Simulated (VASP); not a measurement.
Data:

```xyz
78
Lattice="9.1758 -4.8066 0.0004 9.1758 4.8066 0.0004 6.6576 0.0000 7.9357" Properties=species:S:1:pos:R:3 pbc="T T T"
Al     4.4016     0.0000     1.3968
Al     1.8507     0.0000     0.5873
Al     8.0863     0.0146     2.5463
Al    13.9828     0.0000     7.3488
Al     7.7305     0.0000     5.3647
Al     5.1795     0.0000     4.5552
Al    11.4318     0.0000     6.5393
Al    15.2419     2.4033     3.3812
Al     8.9896     2.4033     1.3970
Al     6.4386     2.4033     0.5875
Al    12.6909     2.4033     2.5716
Al    18.5707     2.4033     7.3490
Al    12.3184     2.4033     5.3649
Al     9.8077     2.3823     4.5142
Al    16.0198     2.4033     6.5395
Al    15.2419    -2.4033     3.3812
Al     8.9896    -2.4033     1.3970
Al     6.4386    -2.4033     0.5875
Al    12.6909    -2.4033     2.5716
Al    18.5707    -2.4033     7.3490
Al    12.3184    -2.4033     5.3649
Al     9.7428    -2.4269     4.5559
Al    16.0198    -2.4033     6.5395
Al    19.8298     0.0000     3.3814
Al    13.5775     0.0000     1.3972
Al    11.0185    -0.0256     0.6110
Al    17.2789     0.0000     2.5718
Al    23.1586     0.0000     7.3492
Al    16.9063     0.0000     5.3651
Al    14.3554     0.0000     4.5556
Al    20.6077     0.0000     6.5397
O      4.7906    -0.9325     2.9760
O      5.1759     1.6679     1.7619
O      7.7141     0.9325     0.9923
O      6.8403     0.7354     3.7458
O      7.3288    -1.6679     2.2064
O      5.6644    -0.7354     0.2224
O      8.1194    -0.9325     6.9438
O      8.5047     1.6679     5.7297
O     10.1691     0.7354     7.7137
O     10.6576    -1.6679     6.1742
O      9.0029    -0.6933     4.2309
O      9.3950     1.5106     2.9404
O      9.7638     4.0712     1.7621
O     12.3020     3.3358     0.9925
O     11.4282     3.1387     3.7460
O     11.8806     0.7038     2.1735
O     10.2523     1.6679     0.2227
O     12.7073     1.4708     6.9440
O     13.0926     4.0712     5.7299
O     15.6308     3.3358     4.9603
O     14.7570     3.1387     7.7139
O     15.2456     0.7354     6.1744
O     13.5811     1.6679     4.1905
O      9.3785    -3.3358     2.9762
O      9.7421    -0.7681     1.7272
O     12.3020    -1.4708     0.9925
O     11.4115    -1.6885     3.7336
O     11.9167    -4.0712     2.2066
O     10.2523    -3.1387     0.2227
O     12.7073    -3.3358     6.9440
O     13.0926    -0.7354     5.7299
O     15.6308    -1.4708     4.9603
O     14.7570    -1.6679     7.7139
O     15.2456    -4.0712     6.1744
O     13.5811    -3.1387     4.1905
O     13.9664    -0.9325     2.9764
O     14.3517     1.6679     1.7623
O     16.8899     0.9325     0.9927
O     16.0161     0.7354     3.7462
O     16.5047    -1.6679     2.2068
O     14.8402    -0.7354     0.2229
O     17.2952    -0.9325     6.9443
O     17.6805     1.6679     5.7302
O     20.2188     0.9325     4.9605
O     19.3449     0.7354     7.7141
O     19.8335    -1.6679     6.1746
O     18.1691    -0.7354     4.1907
```
Cell charge -1.

The numbers are results of PBE GGA, VASP's PBE PAW potentials (set 64) (plane waves; VASP), not measurements. Settings: PREC = Normal, LREAL = Auto, ISYM = 0, NELECT = 376.0, EDIFF = 1E-5, 400 eV cut-off, 1×1×1 Γ-centred mesh, Gaussian smearing of 0.050 eV, potentials Al O.

The cell is charged, with a uniform compensating background. The supercell is sampled at Γ alone, which is coarse: total energies, pressure and levels can be off, energies of defects by several tenths of an eV.

Task: The ions are relaxed. Give the cell that the relaxation ends in.

Result: 
```xyz
78
Lattice="9.1758 -4.8066 0.0004 9.1758 4.8066 0.0004 6.6576 0.0000 7.9357" Properties=species:S:1:pos:R:3 pbc="T T T"
Al     4.3863    -0.0051     1.4758
Al     1.8499    -0.0211     0.5811
Al     8.3160     0.0010     2.6468
Al    14.0607     0.0009     7.3868
Al     7.7321    -0.0003     5.3646
Al     5.2322     0.0198     4.5400
Al    11.5172    -0.1517     6.7510
Al    15.2604     2.4243     3.3616
Al     8.9730     2.4113     1.3871
Al     6.4243     2.4017     0.5961
Al    12.6433     2.3303     2.5520
Al    18.5584     2.3547     7.3348
Al    12.4208     2.5320     5.3838
Al     9.6389     2.4852     4.4289
Al    16.0303     2.4170     6.5387
Al    15.2404    -2.4123     3.3703
Al     8.9989    -2.4002     1.3860
Al     6.4652    -2.4145     0.6088
Al    12.6453    -2.3599     2.5868
Al    18.5775    -2.4059     7.3327
Al    12.3073    -2.4446     5.3155
Al     9.8064    -2.2464     4.4681
Al    16.0328    -2.3841     6.5328
Al    19.8202     0.0420     3.3855
Al    13.5508     0.0205     1.3906
Al    10.9984    -0.0059     0.7539
Al    17.2536     0.0257     2.5729
Al    23.1695     0.0223     7.3412
Al    16.9067     0.0434     5.3905
Al    14.3227    -0.0116     4.5461
Al    20.6015     0.0000     6.5448
O      4.7623    -0.9563     3.0115
O      5.1641     1.6598     1.7526
O      7.6971     0.9640     0.9772
O      6.8431     0.7368     3.7373
O      7.3391    -1.6714     2.2084
O      5.6920    -0.7395     0.3113
O      8.0991    -0.9283     6.9538
O      8.5713     1.6532     5.6916
O     10.1881     0.7164     7.6799
O     10.6570    -1.6509     6.2027
O      8.8975    -0.7379     4.2486
O      9.2797     1.5796     2.9550
O      9.7628     4.0781     1.7659
O     12.3079     3.3319     0.9848
O     11.3975     3.0481     3.7785
O     12.0004     0.7537     2.0937
O     10.2419     1.6692     0.2152
O     12.6540     1.4486     6.8886
O     13.1289     4.1232     5.7351
O     15.5719     3.3176     4.9729
O     14.7373     3.1490     7.6913
O     15.2398     0.7430     6.1788
O     13.4996     1.6291     4.2212
O      9.3779    -3.3290     2.9631
O      9.6664    -0.7753     1.6431
O     12.3049    -1.5040     0.9719
O     11.4637    -1.8125     3.7988
O     11.9229    -4.0913     2.2025
O     10.2644    -3.1593     0.1974
O     12.7156    -3.3206     6.9460
O     13.0417    -0.7223     5.7407
O     15.6307    -1.4643     4.9580
O     14.7305    -1.6900     7.6624
O     15.2759    -4.0583     6.1824
O     13.6272    -3.1558     4.2012
O     13.9645    -0.9358     2.9745
O     14.3926     1.6664     1.7705
O     16.9006     0.9264     0.9803
O     15.9902     0.7543     3.7548
O     16.4571    -1.6157     2.1858
O     14.8192    -0.7489     0.1959
O     17.3141    -0.9373     6.9319
O     17.6896     1.6954     5.7090
O     20.2320     0.8490     4.9808
O     19.3619     0.7182     7.6520
O     19.8671    -1.7893     6.1032
O     18.1353    -0.6767     4.1842
```
Cell charge -1.

Task: How much energy does the relaxation gain?

Result: The energy (σ→0) changes by -57.5 meV/atom, in 20 ionic steps.

The cell is a supercell with a defect, built from Al2O3 (corundum): vac_Al-vac_O, charge -1. The run is not spin-polarised, so no state with unpaired spins was tried.
